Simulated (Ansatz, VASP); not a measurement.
# Cross-check of BN between VASP and Ansatz

One calculation is typed for both programs; each brings its own data sets. How far apart do they land? The cell is taken from a series of runs on this material, whose earlier steps may have relaxed, scaled, displaced or heated it; both programs get it as it stands.

Program: Ansatz 0.2.0. Level of theory: plane waves, with VASP 6.6.1 beside it; single point at HSE06. Results are calculated unless marked as measured.

## 1. Set-up

It takes space group F-43m (No. 216, cubic). The conventional cell has a = 3.629 Å, b = 3.629 Å, c = 3.629 Å, α = 90.00°, β = 90.00°, γ = 90.00°. Nearest to N lie 4 B at 1.57 Å. Nearest to B lie 4 N at 1.57 Å. Farther neighbours and most contacts between anions are not listed.

As a file:

```cif
data_structure
_symmetry_space_group_name_H-M 'F-43m'
_symmetry_Int_Tables_number 216
_cell_length_a 3.6290
_cell_length_b 3.6290
_cell_length_c 3.6290
_cell_angle_alpha 90.000
_cell_angle_beta 90.000
_cell_angle_gamma 90.000
_cell_volume 47.79
loop_
_atom_site_label
_atom_site_type_symbol
_atom_site_symmetry_multiplicity
_atom_site_Wyckoff_symbol
_atom_site_fract_x
_atom_site_fract_y
_atom_site_fract_z
_atom_site_occupancy
N1 N 4 c 0.25000 0.25000 0.25000 1
B1 B 4 a 0.00000 0.00000 0.00000 1
```

## 2. Ansatz: single point, HSE06

Ansatz runs on its PAW soft_1 files.

With cell and atoms fixed, the geometry can't cause a difference; cores, projectors, grids and the points listed under the comparison can.

The input, input.yaml:

```yaml
crystal:
  lattice:
    - [0.0, 1.814511369, 1.814511369]
    - [1.814511369, 0.0, 1.814511369]
    - [1.814511369, 1.814511369, 0.0]
  atoms:
    - { symbol: "N", position: [0.75, 0.75, 0.75] }
    - { symbol: B, position: [0.0, 0.0, 0.0] }
kpoints:
  mp_grid: { grid: [9, 9, 9] }
scf:
  occupations: { method: fermi_dirac, width: 0.02 }
hamiltonian:
  xc: hse06
  pseudopotentials: { kind: paw, azcp: { folder: soft_1 } }
basis:
  ecutwfc: 600
output:
  forces: true
  stress: true
  write_density: true
  write_potential: true
  elf: true
  volumetric_format: npy
```

Launch:

```console
> ansatz run input.yaml --threads 8 --pin off --max-ram 18432MiB --backend cpu --events-out ev --progress --plain --runs-dir out
```

Numbers of over 12 decimals in the logs are rounded to 6 here.

The program printed:

```text
Warning: output.stress: scf.convergence.dr2_threshold = 1e-7 eV (the SCF's general default) is looser than the 2e-10 eV advised for a printed stress (1e-10 eV for each atom of the cell: 2). What an SCF threshold leaves in a stress goes as its square root, and in the free energy as the threshold itself, and one threshold admits the most on a small cell: [figures from the program's tests cut] Set scf.convergence.dr2_threshold to 2e-10 eV or tighter. The threshold is an SCF's pass mark: one that does not reach it within its budget of iterations ends unconverged, or closes short of it on a stop that the run arms, and scf.convergence.dr2_threshold's page says what that costs each kind of run
Warning: output.stress: scf.exx.energy_threshold = 1e-6 eV is looser than the 2e-8 eV advised for a stress under a hybrid functional (1e-8 eV for each atom of the cell: 2). Every SCF of the exchange loop can meet its threshold on dr2 while the loop round them stops early: no threshold on dr2 bounds what that leaves in the stress. Set scf.exx.energy_threshold to 2e-8 eV or tighter. The threshold is the loop's pass mark: a loop that does not reach it within its budget of cycles ends unconverged, and scf.exx.energy_threshold's page has the law
Engine: ansatz 0.2.0, aarch64-unknown-linux-gnu
Pseudopotentials: kind: paw
Pseudopotential: N, paw, valence charge 5, recommended cutoff 420 eV (normal), soft_1/N.paw.azcp
Pseudopotential: B, paw, valence charge 3, recommended cutoff 420 eV (normal), soft_1/B.paw.azcp
Functional definition: HSE06
  parameter a = 0.25
  parameter omega = 0.11/bohr
  exchange = pbe_x - a*pbe_x_sr(omega) + a*exact_x_sr(omega)
  correlation = pbe_c
Crystal: 2 atoms, lattice volume = 11.948 Å³
Basis set: ecut = 600 eV, 411 PW (Γ), exchange–correlation on 48×48×48 points (8 copies of the dense FFT grid, shifted against one another)
Bands: 8, of which v1, the nominal top of the filled ones, is band 4 counted from 1 (3 counted from 0)
Symmetry: 24 space group operations
Space group: F-43m (ITA 216), of the structure as read, at distance tolerance 2.3e-5 Å
k-points: 35 of 729 (time reversal used)
Non-local potential: N, projectors of the file, l = 0: 2, l = 1: 2, l = 2: 1
Non-local potential: B, projectors of the file, l = 0: 2, l = 1: 2, l = 2: 1
PAW form: soft (Blöchl's): semilocal exchange-correlation on the pseudo side does not see the compensation charge
PAW frozen core: N, regenerated for the run's functional, and the local potential with it (the file was generated under x = pbe(κ = 0.804, μ = 0.219515), c = pbe(β = 0.066725))
PAW frozen core: B, regenerated for the run's functional, and the local potential with it (the file was generated under x = pbe(κ = 0.804, μ = 0.219515), c = pbe(β = 0.066725))
PAW one-centre angular grid: N, 110 points (default); XC on 64 Gauss nodes
PAW one-centre angular grid: B, 110 points (default); XC on 64 Gauss nodes
Initial density: superposition of atomic densities (chi_scale 0.1, normalization cell, long waves kept (reshape's long-wave potential 0.00 eV rms))
Initial wavefunctions: pseudopotential atomic-orbital guess
Functional: x = pbe(κ = 0.804, μ = 0.219515), c = pbe(β = 0.066725), warm-up for x = pbe(κ = 0.804, μ = 0.219515) + 0.25 (exact − pbe) at short range (hse, ω = 0.207870 Å⁻¹), c = pbe(β = 0.066725); HSE06 as pw.x's `hse` composes it (authors' and Libxc's form: `xc: wpbeh`)
SCF iter   1: F=—  HF=-542.917419 eV  |F-HF|=—  |Δ(HF+E_count)|=         —  Δρ=1.43e-1  dr2=1.99e0  ethr=1.00e-1  ⟨swp⟩=3.8  Hψ=894  notcnv=0
preconditioner: auto → none  [insulator: Δε(μ)=5.847 eV  Ē_g=20.157 eV  σ=0.020 eV  W_gap=1.00  n_scr=0 (ndim 8)  ℏωp=30.4 eV  f_vac=0.000  D(μ)=0.00/eV (n_scr^D=0)]
SCF iter   2: F=—  HF=-542.334861 eV  |F-HF|=—  |Δ(HF+E_count)|=   5.83e-1  Δρ=6.24e-2  dr2=2.52e-1  ethr=2.48e-2  ⟨swp⟩=3.1  Hψ=625  notcnv=0
SCF iter   3: F=—  HF=-542.286541 eV  |F-HF|=—  |Δ(HF+E_count)|=   4.83e-2  Δρ=2.28e-2  dr2=3.65e-2  ethr=3.15e-3  ⟨swp⟩=2.7  Hψ=604  notcnv=0  defer=1
iter 4 solved again at ethr=5.30e-6 eV; its pass at ethr=4.56e-4 eV (dr2=4.24e-4 eV) is discarded
SCF iter   4: F=-542.284401 eV  HF=-542.284334 eV  |F-HF|=6.73e-5  |Δ(HF+E_count)|=   2.21e-3  Δρ=2.97e-3  dr2=4.06e-4  ethr=5.30e-6  ⟨swp⟩=3.2  Hψ=1308  notcnv=0
SCF 1 stopped early in 4 iterations: F = -542.284401 eV  dr2 = 4.06e-4
  greatest PAW one-centre occupation: 0.788 electrons in one spin orbital (limit 2), on the N atom at site 0 (counted from 0), in its partial waves of l = 0
Initial density: handed on by an earlier stage of this run
Initial wavefunctions: those handed on with the density
Functional: x = pbe(κ = 0.804, μ = 0.219515) + 0.25 (exact − pbe) at short range (hse, ω = 0.207870 Å⁻¹), c = pbe(β = 0.066725); HSE06 as pw.x's `hse` composes it (authors' and Libxc's form: `xc: wpbeh`)
Exchange kernel: α = 0.2500, screened, ω = 0.2079 Å⁻¹, Wigner–Seitz truncation, v(0) = 1046.4187 eV·Å³, q-mesh 9×9×9, nearest image of the exchange supercell L = 23.09 Å, pair-density grid 12×12×12, without the augmentation charges, whose exchange is taken in its separable form by FFT convolution over the k-point mesh (sized by the pseudopotential files, 18×18×18 at the most), smooth part of the exact exchange by density-matrix convolution
Frozen-core exchange: fock
SCF iter   1: F=—  HF=-542.453680 eV  |F-HF|=—  |Δ(HF+E_count)|=         —  Δρ=1.19e-2  dr2=8.33e-3  ethr=5.08e-5  ⟨swp⟩=4.7  Hψ=1137  notcnv=0
preconditioner: auto → none  [insulator: Δε(μ)=5.894 eV  Ē_g=22.484 eV  σ=0.020 eV  W_gap=1.00  n_scr=0 (ndim 8)  ℏωp=30.4 eV  f_vac=0.000  D(μ)=0.00/eV (n_scr^D=0)]
SCF iter   2: F=—  HF=-542.450740 eV  |F-HF|=—  |Δ(HF+E_count)|=   2.94e-3  Δρ=5.63e-3  dr2=1.43e-3  ethr=5.08e-5  ⟨swp⟩=3.1  Hψ=677  notcnv=0
SCF iter   3: F=—  HF=-542.452275 eV  |F-HF|=—  |Δ(HF+E_count)|=   1.53e-3  Δρ=9.81e-4  dr2=6.18e-5  ethr=1.61e-5  ⟨swp⟩=2.9  Hψ=609  notcnv=0
SCF iter   4: F=-542.452254 eV  HF=-542.452255 eV  |F-HF|=1.03e-7  |Δ(HF+E_count)|=   2.00e-5  Δρ=6.81e-5  dr2=1.41e-6  ethr=6.77e-7  ⟨swp⟩=2.8  Hψ=476  notcnv=0
SCF 2 stopped early in 4 iterations: F = -542.452254 eV  dr2 = 1.41e-6
  greatest PAW one-centre occupation: 0.791 electrons in one spin orbital (limit 2), on the N atom at site 0 (counted from 0), in its partial waves of l = 0
hybrid outer 1: dexx = +2.102e-3 eV, tail = 5.18e-6 eV
Exchange kernel: α = 0.2500, screened, ω = 0.2079 Å⁻¹, Wigner–Seitz truncation, v(0) = 1046.4187 eV·Å³, q-mesh 9×9×9, nearest image of the exchange supercell L = 23.09 Å, pair-density grid 12×12×12, without the augmentation charges, whose exchange is taken in its separable form by FFT convolution over the k-point mesh (sized by the pseudopotential files, 18×18×18 at the most), smooth part of the exact exchange by density-matrix convolution
Frozen-core exchange: fock
SCF iter   1: F=—  HF=-542.452240 eV  |F-HF|=—  |Δ(HF+E_count)|=         —  Δρ=5.57e-5  dr2=2.74e-7  ethr=3.24e-7  ⟨swp⟩=3.9  Hψ=747  notcnv=0
preconditioner: auto → none  [insulator: Δε(μ)=5.932 eV  Ē_g=22.474 eV  σ=0.020 eV  W_gap=1.00  n_scr=0 (ndim 8)  ℏωp=30.4 eV  f_vac=0.000  D(μ)=0.00/eV (n_scr^D=0)]
SCF iter   2: F=-542.452240 eV  HF=-542.452240 eV  |F-HF|=4.04e-9  |Δ(HF+E_count)|=   6.17e-8  Δρ=1.17e-5  dr2=1.06e-8  ethr=2.97e-9  ⟨swp⟩=3.0  Hψ=514  notcnv=0
SCF 3 converged in 2 iterations: F = -542.452240 eV  dr2 = 1.06e-8
  Residual-converged pass: ⟨swp⟩=3.1  Hψ=555  notcnv=0  max |occ|·‖R‖ = 2.4e-6 eV (tolerance 2.4e-6 eV)  dr2=1.06e-8  dr2_onsite=4.65e-10  max |Δocc| = 0.0e0
hybrid outer 2: dexx = +7.450e-8 eV, tail = 2.26e-8 eV, Δε = 1.07e-3 eV (about 9.11e-5 eV left of the loop's levels)
hybrid SCF converged: 2 outer / 6 inner (+4 warm-up), last move |dexx| = 7.45e-8 eV, tail = 2.26e-8 eV
Stability not checked: this state was not tested for a lower state beside it, because the functional holds exact exchange (a hybrid, or Hartree-Fock), whose exchange loop this test does not read (fock_operator; see scf.lower_state_search)
Free energy (F): -542.452240 eV
Frozen-core exchange: fock
Harris-Foulkes:  -542.452240 eV  (|F-HF|=4.04e-9)
Internal energy: -542.452240 eV  (E = F + TS)
E sigma→0 (E₀):  -542.452240 eV
Fermi energy:    13.082736 eV
--- Per-component energies (eV) ---
  E_band       = 12.728390
  E_kinetic    = 182.873051
  E_local      = -159.113897  (includes V_loc(G=0)·N_el)
  E_nonlocal   = 41.258423
  E_hartree    = 49.302168
  E_xc         = -75.354798
  E_vxc        = -92.266084  (∫ρ·V_xc dr)
  E_exx        = -19.498039  (= α·E_x^exact, valence–valence)
  E_paw        = -204.884643  (= ΣΔE_a)
  E_vpaw       = -19.631620  (= ΣTr[D̂ρ^β])
  E_aug_tail   = 0.000031  (compensation charges beyond the density's cutoff)
  E_ewald      = -356.999832
  E_core_change = -0.034703  (= ΣΔE_core)
  E_smearing   = -0.000000  (= −TS)
  E_closure    = 0.000000  (closes the sum)
  Σ components = -542.452240   (vs F -542.452240, Δ=0.00e0)
--- Forces (eV/Å), atoms counted from 1 ---
  atom   1  N      0.00000000    -0.00000000     0.00000000
  atom   2  B     -0.00000000     0.00000000    -0.00000000
  max |Σ_I F_I| component: 5.55e-16 eV/Å
--- Stress (GPa, compression-positive) ---
      -10.612876       0.000000      -0.000000
        0.000000     -10.612876       0.000000
       -0.000000       0.000000     -10.612876
  P = ⅓ Tr σ = -10.6129 GPa (-106.129 kbar)
--- Band table (eV; the first three rows and the last of 35) ---
  k-point 0: bands = ["-11.8367", "10.1239", "10.1239", "10.1239", "20.6262", "20.6262"]
  k-point 1: bands = ["-11.5165", "8.4891", "9.8002", "9.8002", "20.8832", "21.1186"]
  k-point 2: bands = ["-10.5802", "5.1174", "9.1035", "9.1035", "21.2470", "22.0486"]
  k-point 34: bands = ["-5.8033", "1.4914", "2.7882", "4.0154", "21.0636", "24.7178"]
  guard bands above this table: 2 of the run's 8 bands. The solve was not asked for them (output.publish_guard_bands: true or output.eigenvalues: true publishes all)
```

The run ends at a pressure of -10.61 GPa.

## 3. VASP: single point, HSE06

The same cell, functional, mesh and smearing now go to VASP, with its own data sets.

Lines of VASP's logs that name or quote its potential files are left out, and so is its time.

The run reads the wave functions of an earlier VASP run, which isn't shown here.

The input, INCAR:

```
SYSTEM = BN
PREC = Accurate
ENCUT = 520
EDIFF = 1E-06
NELM = 100
ISMEAR = -1
SIGMA = 0.02
LREAL = .FALSE.
ALGO = Normal
LHFCALC = .TRUE.
AEXX = 0.25
GGA = PE
HFSCREEN = 0.208
LASPH = .TRUE.
NBANDS = 10
PRECFOCK = Fast
LORBIT = 11
LWAVE = .FALSE.
LCHARG = .FALSE.
KPAR = 8
ISIF = 2
```

The input, POSCAR:

```
BN
1.0
    0.0000000000      1.8145113690      1.8145113690
    1.8145113690      0.0000000000      1.8145113690
    1.8145113690      1.8145113690      0.0000000000
N B
1 1
Direct
    0.7500000000      0.7500000000      0.7500000000
    0.0000000000      0.0000000000      0.0000000000
```

The input, KPOINTS:

```
Automatic mesh
0
Gamma
9 9 9
0 0 0
```

The projector-augmented-wave data sets are N and B (PBE family, release 64).

Launch:

```console
> mpirun -np 8 vasp_std
```

The program printed:

```text
[banner, memory and clock lines left out]
running    8 mpi-ranks, on    1 nodes
 distrk:  each k-point on    1 cores,    8 groups
 distr:  one band on    1 cores,    1 groups

 POSCAR found type information on POSCAR N B
 POSCAR found :  2 types and       2 ions
|                                                                             |
|           W    W    AA    RRRRR   N    N  II  N    N   GGGG   !!!           |
|           W    W   A  A   R    R  NN   N  II  NN   N  G    G  !!!           |
|           W    W  A    A  R    R  N N  N  II  N N  N  G       !!!           |
|           W WW W  AAAAAA  RRRRR   N  N N  II  N  N N  G  GGG   !            |
|           WW  WW  A    A  R   R   N   NN  II  N   NN  G    G                |
|           W    W  A    A  R    R  N    N  II  N    N   GGGG   !!!           |
|                                                                             |
|     For optimal performance we recommend to set                             |
|       NCORE = 2 up to number-of-cores-per-socket                            |
|     NCORE specifies how many cores store one orbital (NPAR=cpu/NCORE).      |
|     This setting can greatly improve the performance of VASP for DFT.       |
|     The default, NCORE=1 might be grossly inefficient on modern             |
|     multi-core architectures or massively parallel machines. Do your        |
|     Unfortunately you need to use the default for GW and RPA                |
|     calculations (for HF NCORE is supported but not extensively tested      |
|     yet).                                                                   |
|                                                                             |

 LDA part: xc-table for (Slater+PW92), standard interpolation
 found WAVECAR, reading the header
 POSCAR, INCAR and KPOINTS ok, starting setup
 FFT: planning ... GRIDC
 FFT: planning ... GRID_SOFT
 FFT: planning ... GRID
 reading WAVECAR
 the WAVECAR file was read successfully
 initial charge from wavefunction
 entering main loop
       N       E                     dE             d eps       ncg     rms          rms(c)
DAV:   1    -0.203192433267E+02   -0.20319E+02   -0.27486E-01   744   0.464E+00    0.469E-01
DAV:   2    -0.203198150337E+02   -0.57171E-03   -0.14878E-03   782   0.407E-01    0.296E-01
DAV:   3    -0.203192862878E+02    0.52875E-03   -0.42604E-04   762   0.147E-01    0.168E-01
DAV:   4    -0.203191487891E+02    0.13750E-03   -0.11933E-04   748   0.834E-02    0.931E-02
DAV:   5    -0.203191084608E+02    0.40328E-04   -0.26191E-05   768   0.447E-02    0.507E-02
DAV:   6    -0.203190966500E+02    0.11811E-04   -0.72848E-06   794   0.245E-02    0.274E-02
DAV:   7    -0.203190932327E+02    0.34173E-05   -0.17716E-06   754   0.124E-02    0.151E-02
DAV:   8    -0.203190922278E+02    0.10049E-05   -0.49580E-07   396   0.667E-03    0.853E-03
DAV:   9    -0.203190919657E+02    0.26216E-06   -0.16241E-07   372   0.393E-03
   1 F= -.20319092E+02 E0= -.20319092E+02  d E =-.260388E-11
```

From OUTCAR (step 3):

```text
ion  position               nearest neighbor table
   1  0.750  0.750  0.750-   2 1.57   2 1.57   2 1.57   2 1.57
   2  0.000  0.000  0.000-   1 1.57   1 1.57   1 1.57   1 1.57

  LATTYP: Found a face centered cubic cell.
 ALAT       =     3.6290227380

 Subroutine GETGRP returns: Found 24 space group operations
 (whereof 24 operations were pure point group operations)

The static configuration has the point symmetry T_d .

 Found     35 irreducible k-points:

   k-points           NKPTS =     35   k-points in BZ     NKDIM =    729   number of bands    NBANDS=     10

   dimension x,y,z NGX =    20 NGY =   20 NGZ =   20
   dimension x,y,z NGXF=    40 NGYF=   40 NGZF=   40

   ENCUT  =  520.0 eV  38.22 Ry    6.18 a.u.   4.77  4.77  4.77*2*pi/ulx,y,z

   NELECT =       8.0000    total number of electrons

 k-points in reciprocal lattice and weights: Automatic mesh
   0.00000000  0.00000000  0.00000000       0.001
   0.11111111  0.00000000  0.00000000       0.011
   0.22222222  0.00000000  0.00000000       0.011
   0.33333333  0.00000000  0.00000000       0.011
   0.44444444  0.00000000  0.00000000       0.011
   0.11111111  0.11111111  0.00000000       0.008
   0.22222222  0.11111111  0.00000000       0.033
   0.33333333  0.11111111  0.00000000       0.033
   0.44444444  0.11111111  0.00000000       0.033
[...]
-0.33333333  0.44444444  0.11111111       0.033
  -0.33333333  0.44444444  0.22222222       0.033

  exchange ACFDT corr.  =         0.00000000  see jH, gK, PRB 81, 115126

 average (electrostatic) potential at core
       1 -55.4895       2 -21.7241

 E-fermi :   6.8266

 k-point     1 :       0.0000    0.0000    0.0000
  band No.  band energies     occupation
      1     -15.5621      2.00000
      2       6.4054      2.00000
      3       6.4054      2.00000
      4       6.4055      2.00000
      5      16.8965      0.00000
      6      16.8965      0.00000
      7      16.8965      0.00000
      8      18.3339      0.00000
      9      32.9073      0.00000
    ...

 k-point     2 :       0.1111    0.0000    0.0000
  band No.  band energies     occupation
      1     -15.2420      2.00000
      2       4.7696      2.00000
      3       6.0816      2.00000
      4       6.0816      2.00000
      5      17.1612      0.00000
      6      17.3894      0.00000
      7      17.3894      0.00000
      8      19.4138      0.00000
      9      32.5481      0.00000
    ...

 k-point     3 :       0.2222    0.0000    0.0000
  band No.  band energies     occupation
      1     -14.3057      2.00000
      2       1.3956      2.00000
      3       5.3848      2.00000
      4       5.3848      2.00000
      5      17.5307      0.00000
      6      18.3200      0.00000
      7      18.3200      0.00000
      8      21.4438      0.00000
      9      31.7311      0.00000
    ...

  Total       -0.7476016     -0.7476016     -0.7476016     -0.0000000     -0.0000000      0.0000000
  in kB     -100.2470746   -100.2470746   -100.2470746     -0.0000000     -0.0000000      0.0000000
  external PRESSURE =    -100.2470746 kB  Pullay stress =       0.0000000 kB

  energy-cutoff  :      520.00
  volume of cell :       11.95
      direct lattice vectors                 reciprocal lattice vectors
     0.000000000  1.814511369  1.814511369    -0.275556278  0.275556278  0.275556278
     1.814511369  0.000000000  1.814511369     0.275556278 -0.275556278  0.275556278
     1.814511369  1.814511369  0.000000000     0.275556278  0.275556278 -0.275556278

 POSITION                                       TOTAL-FORCE (eV/Angst)
 -----------------------------------------------------------------------------------
      2.72177      2.72177      2.72177        -0.000000     -0.000000     -0.000000
      0.00000      0.00000      0.00000         0.000000      0.000000      0.000000
 -----------------------------------------------------------------------------------
    total drift:                               -0.000001      0.000001     -0.000000

  FREE ENERGIE OF THE ION-ELECTRON SYSTEM (eV)
  ---------------------------------------------------
  free  energy   TOTEN  =       -20.3190919657 eV

  energy  without entropy=      -20.3190919657  energy(sigma->0) =      -20.31909197

 total charge
# of ion       s       p       d       tot
------------------------------------------
    1        1.217   2.763   0.000   3.979
    2        0.675   1.332   0.000   2.007
--------------------------------------------------
tot          1.892   4.094   0.000   5.986

[... 3 further parts left out ...]
```

The PAW data sets were made with PBE, which is usual practice but a small mismatch for other functionals.

## 4. Comparison

Known differences besides the potentials themselves: exact exchange at q = 0 is treated differently, which shows on coarse meshes; VASP keeps PBE cores, Ansatz makes them for the functional; the cutoff is 600 eV in Ansatz and 520 eV in VASP; VASP takes a coarser grid for exact exchange (PRECFOCK = Fast). Total energies have different zeros and are not compared.

Both answers:

```tsv
quantity	Ansatz	VASP	difference
pressure (GPa)	-10.61	-10.02	-0.59
gap on the k mesh (eV)	5.932	5.922	+0.010
```

A gap on the mesh is an upper bound, since the band edges may lie between its points.

## 5. Summary of results

| Property | Result |
| --- | --- |
| difference in gap on the k mesh (single point, HSE06) | 0.0095 eV |
| difference in pressure (single point, HSE06) | -0.59 GPa |

**Reading.** The difference in pressure is -0.59 GPa (single point, HSE06), within the 1 GPa picked in this series as the mark of a large difference. Such differences can come from data sets, numerical settings and the points named under the comparisons, not from the functional's error against experiment.

[Lines on the potential files, build, host, timing and source positions are cut from VASP's logs without a mark.]

[Logs are printed without paths, hosts, clocks, repeated set-up lines and the standing remarks that a program may print on its own settings, such as how far it seeks lower states.]

[Hosts, paths, dates, database ids (printed as entryN), source tags and the programs' standing remarks are cut or masked in the printed files.]
